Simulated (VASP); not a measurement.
The system is Si3N4.

```
Si N
1.0
     0.00000    3.87223    3.87223
     3.87223    0.00000    3.87223
     3.87223    3.87223    0.00000
Si N
6 8
Direct
  0.12500 0.12500 0.62500
  0.12500 0.62500 0.12500
  0.62500 0.12500 0.12500
  0.12500 0.12500 0.12500
  0.75000 0.75000 0.75000
  0.50000 0.50000 0.50000
  0.36756 0.36756 0.36756
  0.35268 0.88244 0.88244
  0.88244 0.88244 0.35268
  0.88244 0.35268 0.88244
  0.36756 0.36756 0.89732
  0.36756 0.89732 0.36756
  0.88244 0.88244 0.88244
  0.89732 0.36756 0.36756
```

The cell is a database's computed one.

Program: VASP 6.6.1. Alike in all runs: potentials or basis VASP PAW PBE potentials, release 64 (Si, N); no spin polarisation; cell as given; k mesh 6 × 6 × 6; cutoff (eV) 520; smearing gaussian 0.03 eV.

Task: Order these runs on this cell by their band gap on the k mesh, lowest first.
A. level PBE
B. level TB-mBJ
C. level r2SCAN

Result: A (3.40 eV), C (4.00 eV), B (4.72 eV).

A k mesh can miss the band edges.
